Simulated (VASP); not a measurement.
SrCl2 (fluorite): the bulk modulus from VASP (plane waves, PAW) at several levels of theory. Static lattice, third-order Birch-Murnaghan fit over five volumes.

```json
[
 {"level": "LDA", "bulk modulus (GPa)": "44.0"},
 {"level": "PBE", "bulk modulus (GPa)": "33.6"},
 {"level": "PBEsol", "bulk modulus (GPa)": "38.0"},
 {"level": "SCAN", "bulk modulus (GPa)": "38.2"},
 {"level": "r2SCAN", "bulk modulus (GPa)": "37.6"}
]
```

The cell of the LDA run:

```
CELL_PARAMETERS angstrom
      0.00000     3.40602     3.40602
      3.40602     0.00000     3.40602
      3.40602     3.40602     0.00000
ATOMIC_POSITIONS crystal
  Sr 0.00000 0.00000 0.00000
  Cl 0.25000 0.25000 0.25000
  Cl 0.75000 0.75000 0.75000
```

Only levels that ran to the end are used. Left out are those held back, those with too coarse a band path, GW runs whose mesh misses a band edge, hybrids' fits of cells that aren't cubic and levels without matching references; a question may draw on a part of the rest.

The compound is SrCl2 in the fluorite structure.
